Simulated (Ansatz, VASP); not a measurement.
**One calculation of Cs3SeF, two programs**

```xyz
5
Lattice="5.6012 0.0000 0.0000 0.0000 5.6012 0.0000 0.0000 0.0000 5.6012" Properties=species:S:1:pos:R:3 pbc="T T T"
Se    0.0000    0.0000    0.0000
F     2.8006    2.8006    2.8006
Cs    2.8006    2.8006    0.0000
Cs    2.8006    0.0000    2.8006
Cs    0.0000    2.8006    2.8006
```

Alike in both runs: task single point; functional LDA; k mesh 6 × 6 × 6; occupations gaussian, width 0.02 eV; no spin polarisation.

|  | VASP | Ansatz |
| --- | --- | --- |
| version | VASP 6.6.1 | Ansatz 0.2.0 |
| potentials or method | VASP PAW LDA potentials, release 64 (Se, F, Cs_sv) | scalar-relativistic, plane waves, PAW |
| plane-wave cutoff (eV) | 520 | 420 |
| valence electrons in the cell | 40 | 50 |

Ansatz gave:

```
gap on the k mesh at the Fermi level (eV) : 1.95
least direct gap on the mesh (eV)         : 1.95
pressure (GPa)                            : -1.1
```

Question: Estimate VASP's values.

Answer: gap on the k mesh at the Fermi level (eV): 1.96; least direct gap on the mesh (eV): 1.96; pressure (GPa): -0.9.

The two sets of potentials don't hold the same shells in valence.

Caveats: spin-orbit coupling is left out, which moves the levels of the heavy elements. A k mesh can miss the band edges.
